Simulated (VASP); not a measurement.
Input:

```
CELL_PARAMETERS angstrom
      0.00000     2.73016     2.73016
      2.73016     0.00000     2.73016
      2.73016     2.73016     0.00000
ATOMIC_POSITIONS crystal
  Ce 0.00000 0.00000 0.00000
  O  0.25000 0.25000 0.25000
  O  0.75000 0.75000 0.75000
```

Level of theory: optB88-vdW, VASP's PBE PAW potentials (set 64) (plane waves; VASP). Numerical set-up: 520 eV cut-off, Gaussian smearing of 0.050 eV, potentials Ce O.

**Question.** Give the energies of bands 7 to 15 at the high-symmetry points, in eV from the valence-band maximum.

**Answer.** 
| band | Γ | X | U | L | W |
|---|---|---|---|---|---|
| 7 | -3.67 | -3.79 | -3.15 | -2.83 | -2.83 |
| 8 | -3.67 | -1.19 | -1.69 | -2.83 | -2.23 |
| 9 | -3.67 | -1.19 | -1.32 | -1.26 | -1.02 |
| 10 | -0.59 | -0.73 | -1.27 | -1.17 | -1.02 |
| 11 | -0.59 | -0.73 | -0.72 | -0.78 | -0.69 |
| 12 | -0.59 | -0.59 | -0.29 | -0.78 | -0.61 |
| 13 | 2.14 | 1.89 | 1.90 | 1.82 | 1.89 |
| 14 | 2.14 | 1.96 | 1.99 | 2.01 | 2.01 |
| 15 | 2.14 | 1.96 | 2.04 | 2.01 | 2.01 |

The gap is indirect, 1.82 eV, from the valence maximum at K-Γ at 0.29 to the conduction minimum at L.

The compound is CeO2 in the fluorite structure. It was relaxed first. The run is not spin-polarised, so no magnetic state was tried.
